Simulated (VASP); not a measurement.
Here is the system:

```yaml
crystal:
  lattice:
    - [5.31035, 0.00000, 0.00000]
    - [0.00000, 5.31035, 0.00000]
    - [0.00000, 0.00000, 5.48869]
  atoms:
    - { symbol: Cs, position: [0.00000, 0.00000, 0.00000] }
    - { symbol: Hg, position: [0.50000, 0.50000, 0.50000] }
    - { symbol: Br, position: [0.50000, 0.50000, 0.00000] }
    - { symbol: Cl, position: [0.50000, 0.00000, 0.50000] }
    - { symbol: Cl, position: [0.00000, 0.50000, 0.50000] }
```

The numbers are results of PBEsol GGA with spin-orbit coupling, VASP's PBE PAW potentials (set 64) (plane waves; VASP), not measurements. Run with 400 eV cut-off, 5×5×5 Γ-centred mesh, Gaussian smearing of 0.050 eV, potentials Cs_sv Hg Br Cl.

Task: Give the energies of bands 31 to 44 at the high-symmetry points, in eV from the Fermi level.

Result: 
```
band      Γ      X      M      Z      R      A
----  -----  -----  -----  -----  -----  -----
31    -1.52  -2.08  -1.58  -2.14  -1.72  -1.67
32    -1.52  -2.08  -1.58  -2.14  -1.72  -1.67
33    -1.45  -1.60  -1.52  -1.68  -1.67  -0.92
34    -1.45  -1.60  -1.52  -1.68  -1.67  -0.92
35    -1.36  -1.47  -1.51  -1.47  -1.50  -0.83
36    -1.36  -1.47  -1.51  -1.47  -1.50  -0.83
37    -1.33  -1.38  -1.30  -1.40  -1.35  -0.62
38    -1.33  -1.38  -1.30  -1.40  -1.35  -0.62
39    -1.00  -1.33  -0.93  -1.32  -0.76   0.06
40    -1.00  -1.33  -0.93  -1.32  -0.76   0.06
41    -0.91  -1.19   0.06  -0.94   0.20   0.27
42    -0.91  -1.19   0.06  -0.94   0.20   0.27
43    -0.84   2.53   3.97   2.84   4.17   4.41
44    -0.84   2.53   3.97   2.84   4.17   4.41
```

It has no gap at this level: it comes out as a metal or semimetal.

The structure comes from a computed database's CsHgBrCl2 entry (P4/mmm); how it stands against other phases isn't given here. It was relaxed first, which changed the volume by -7 %.
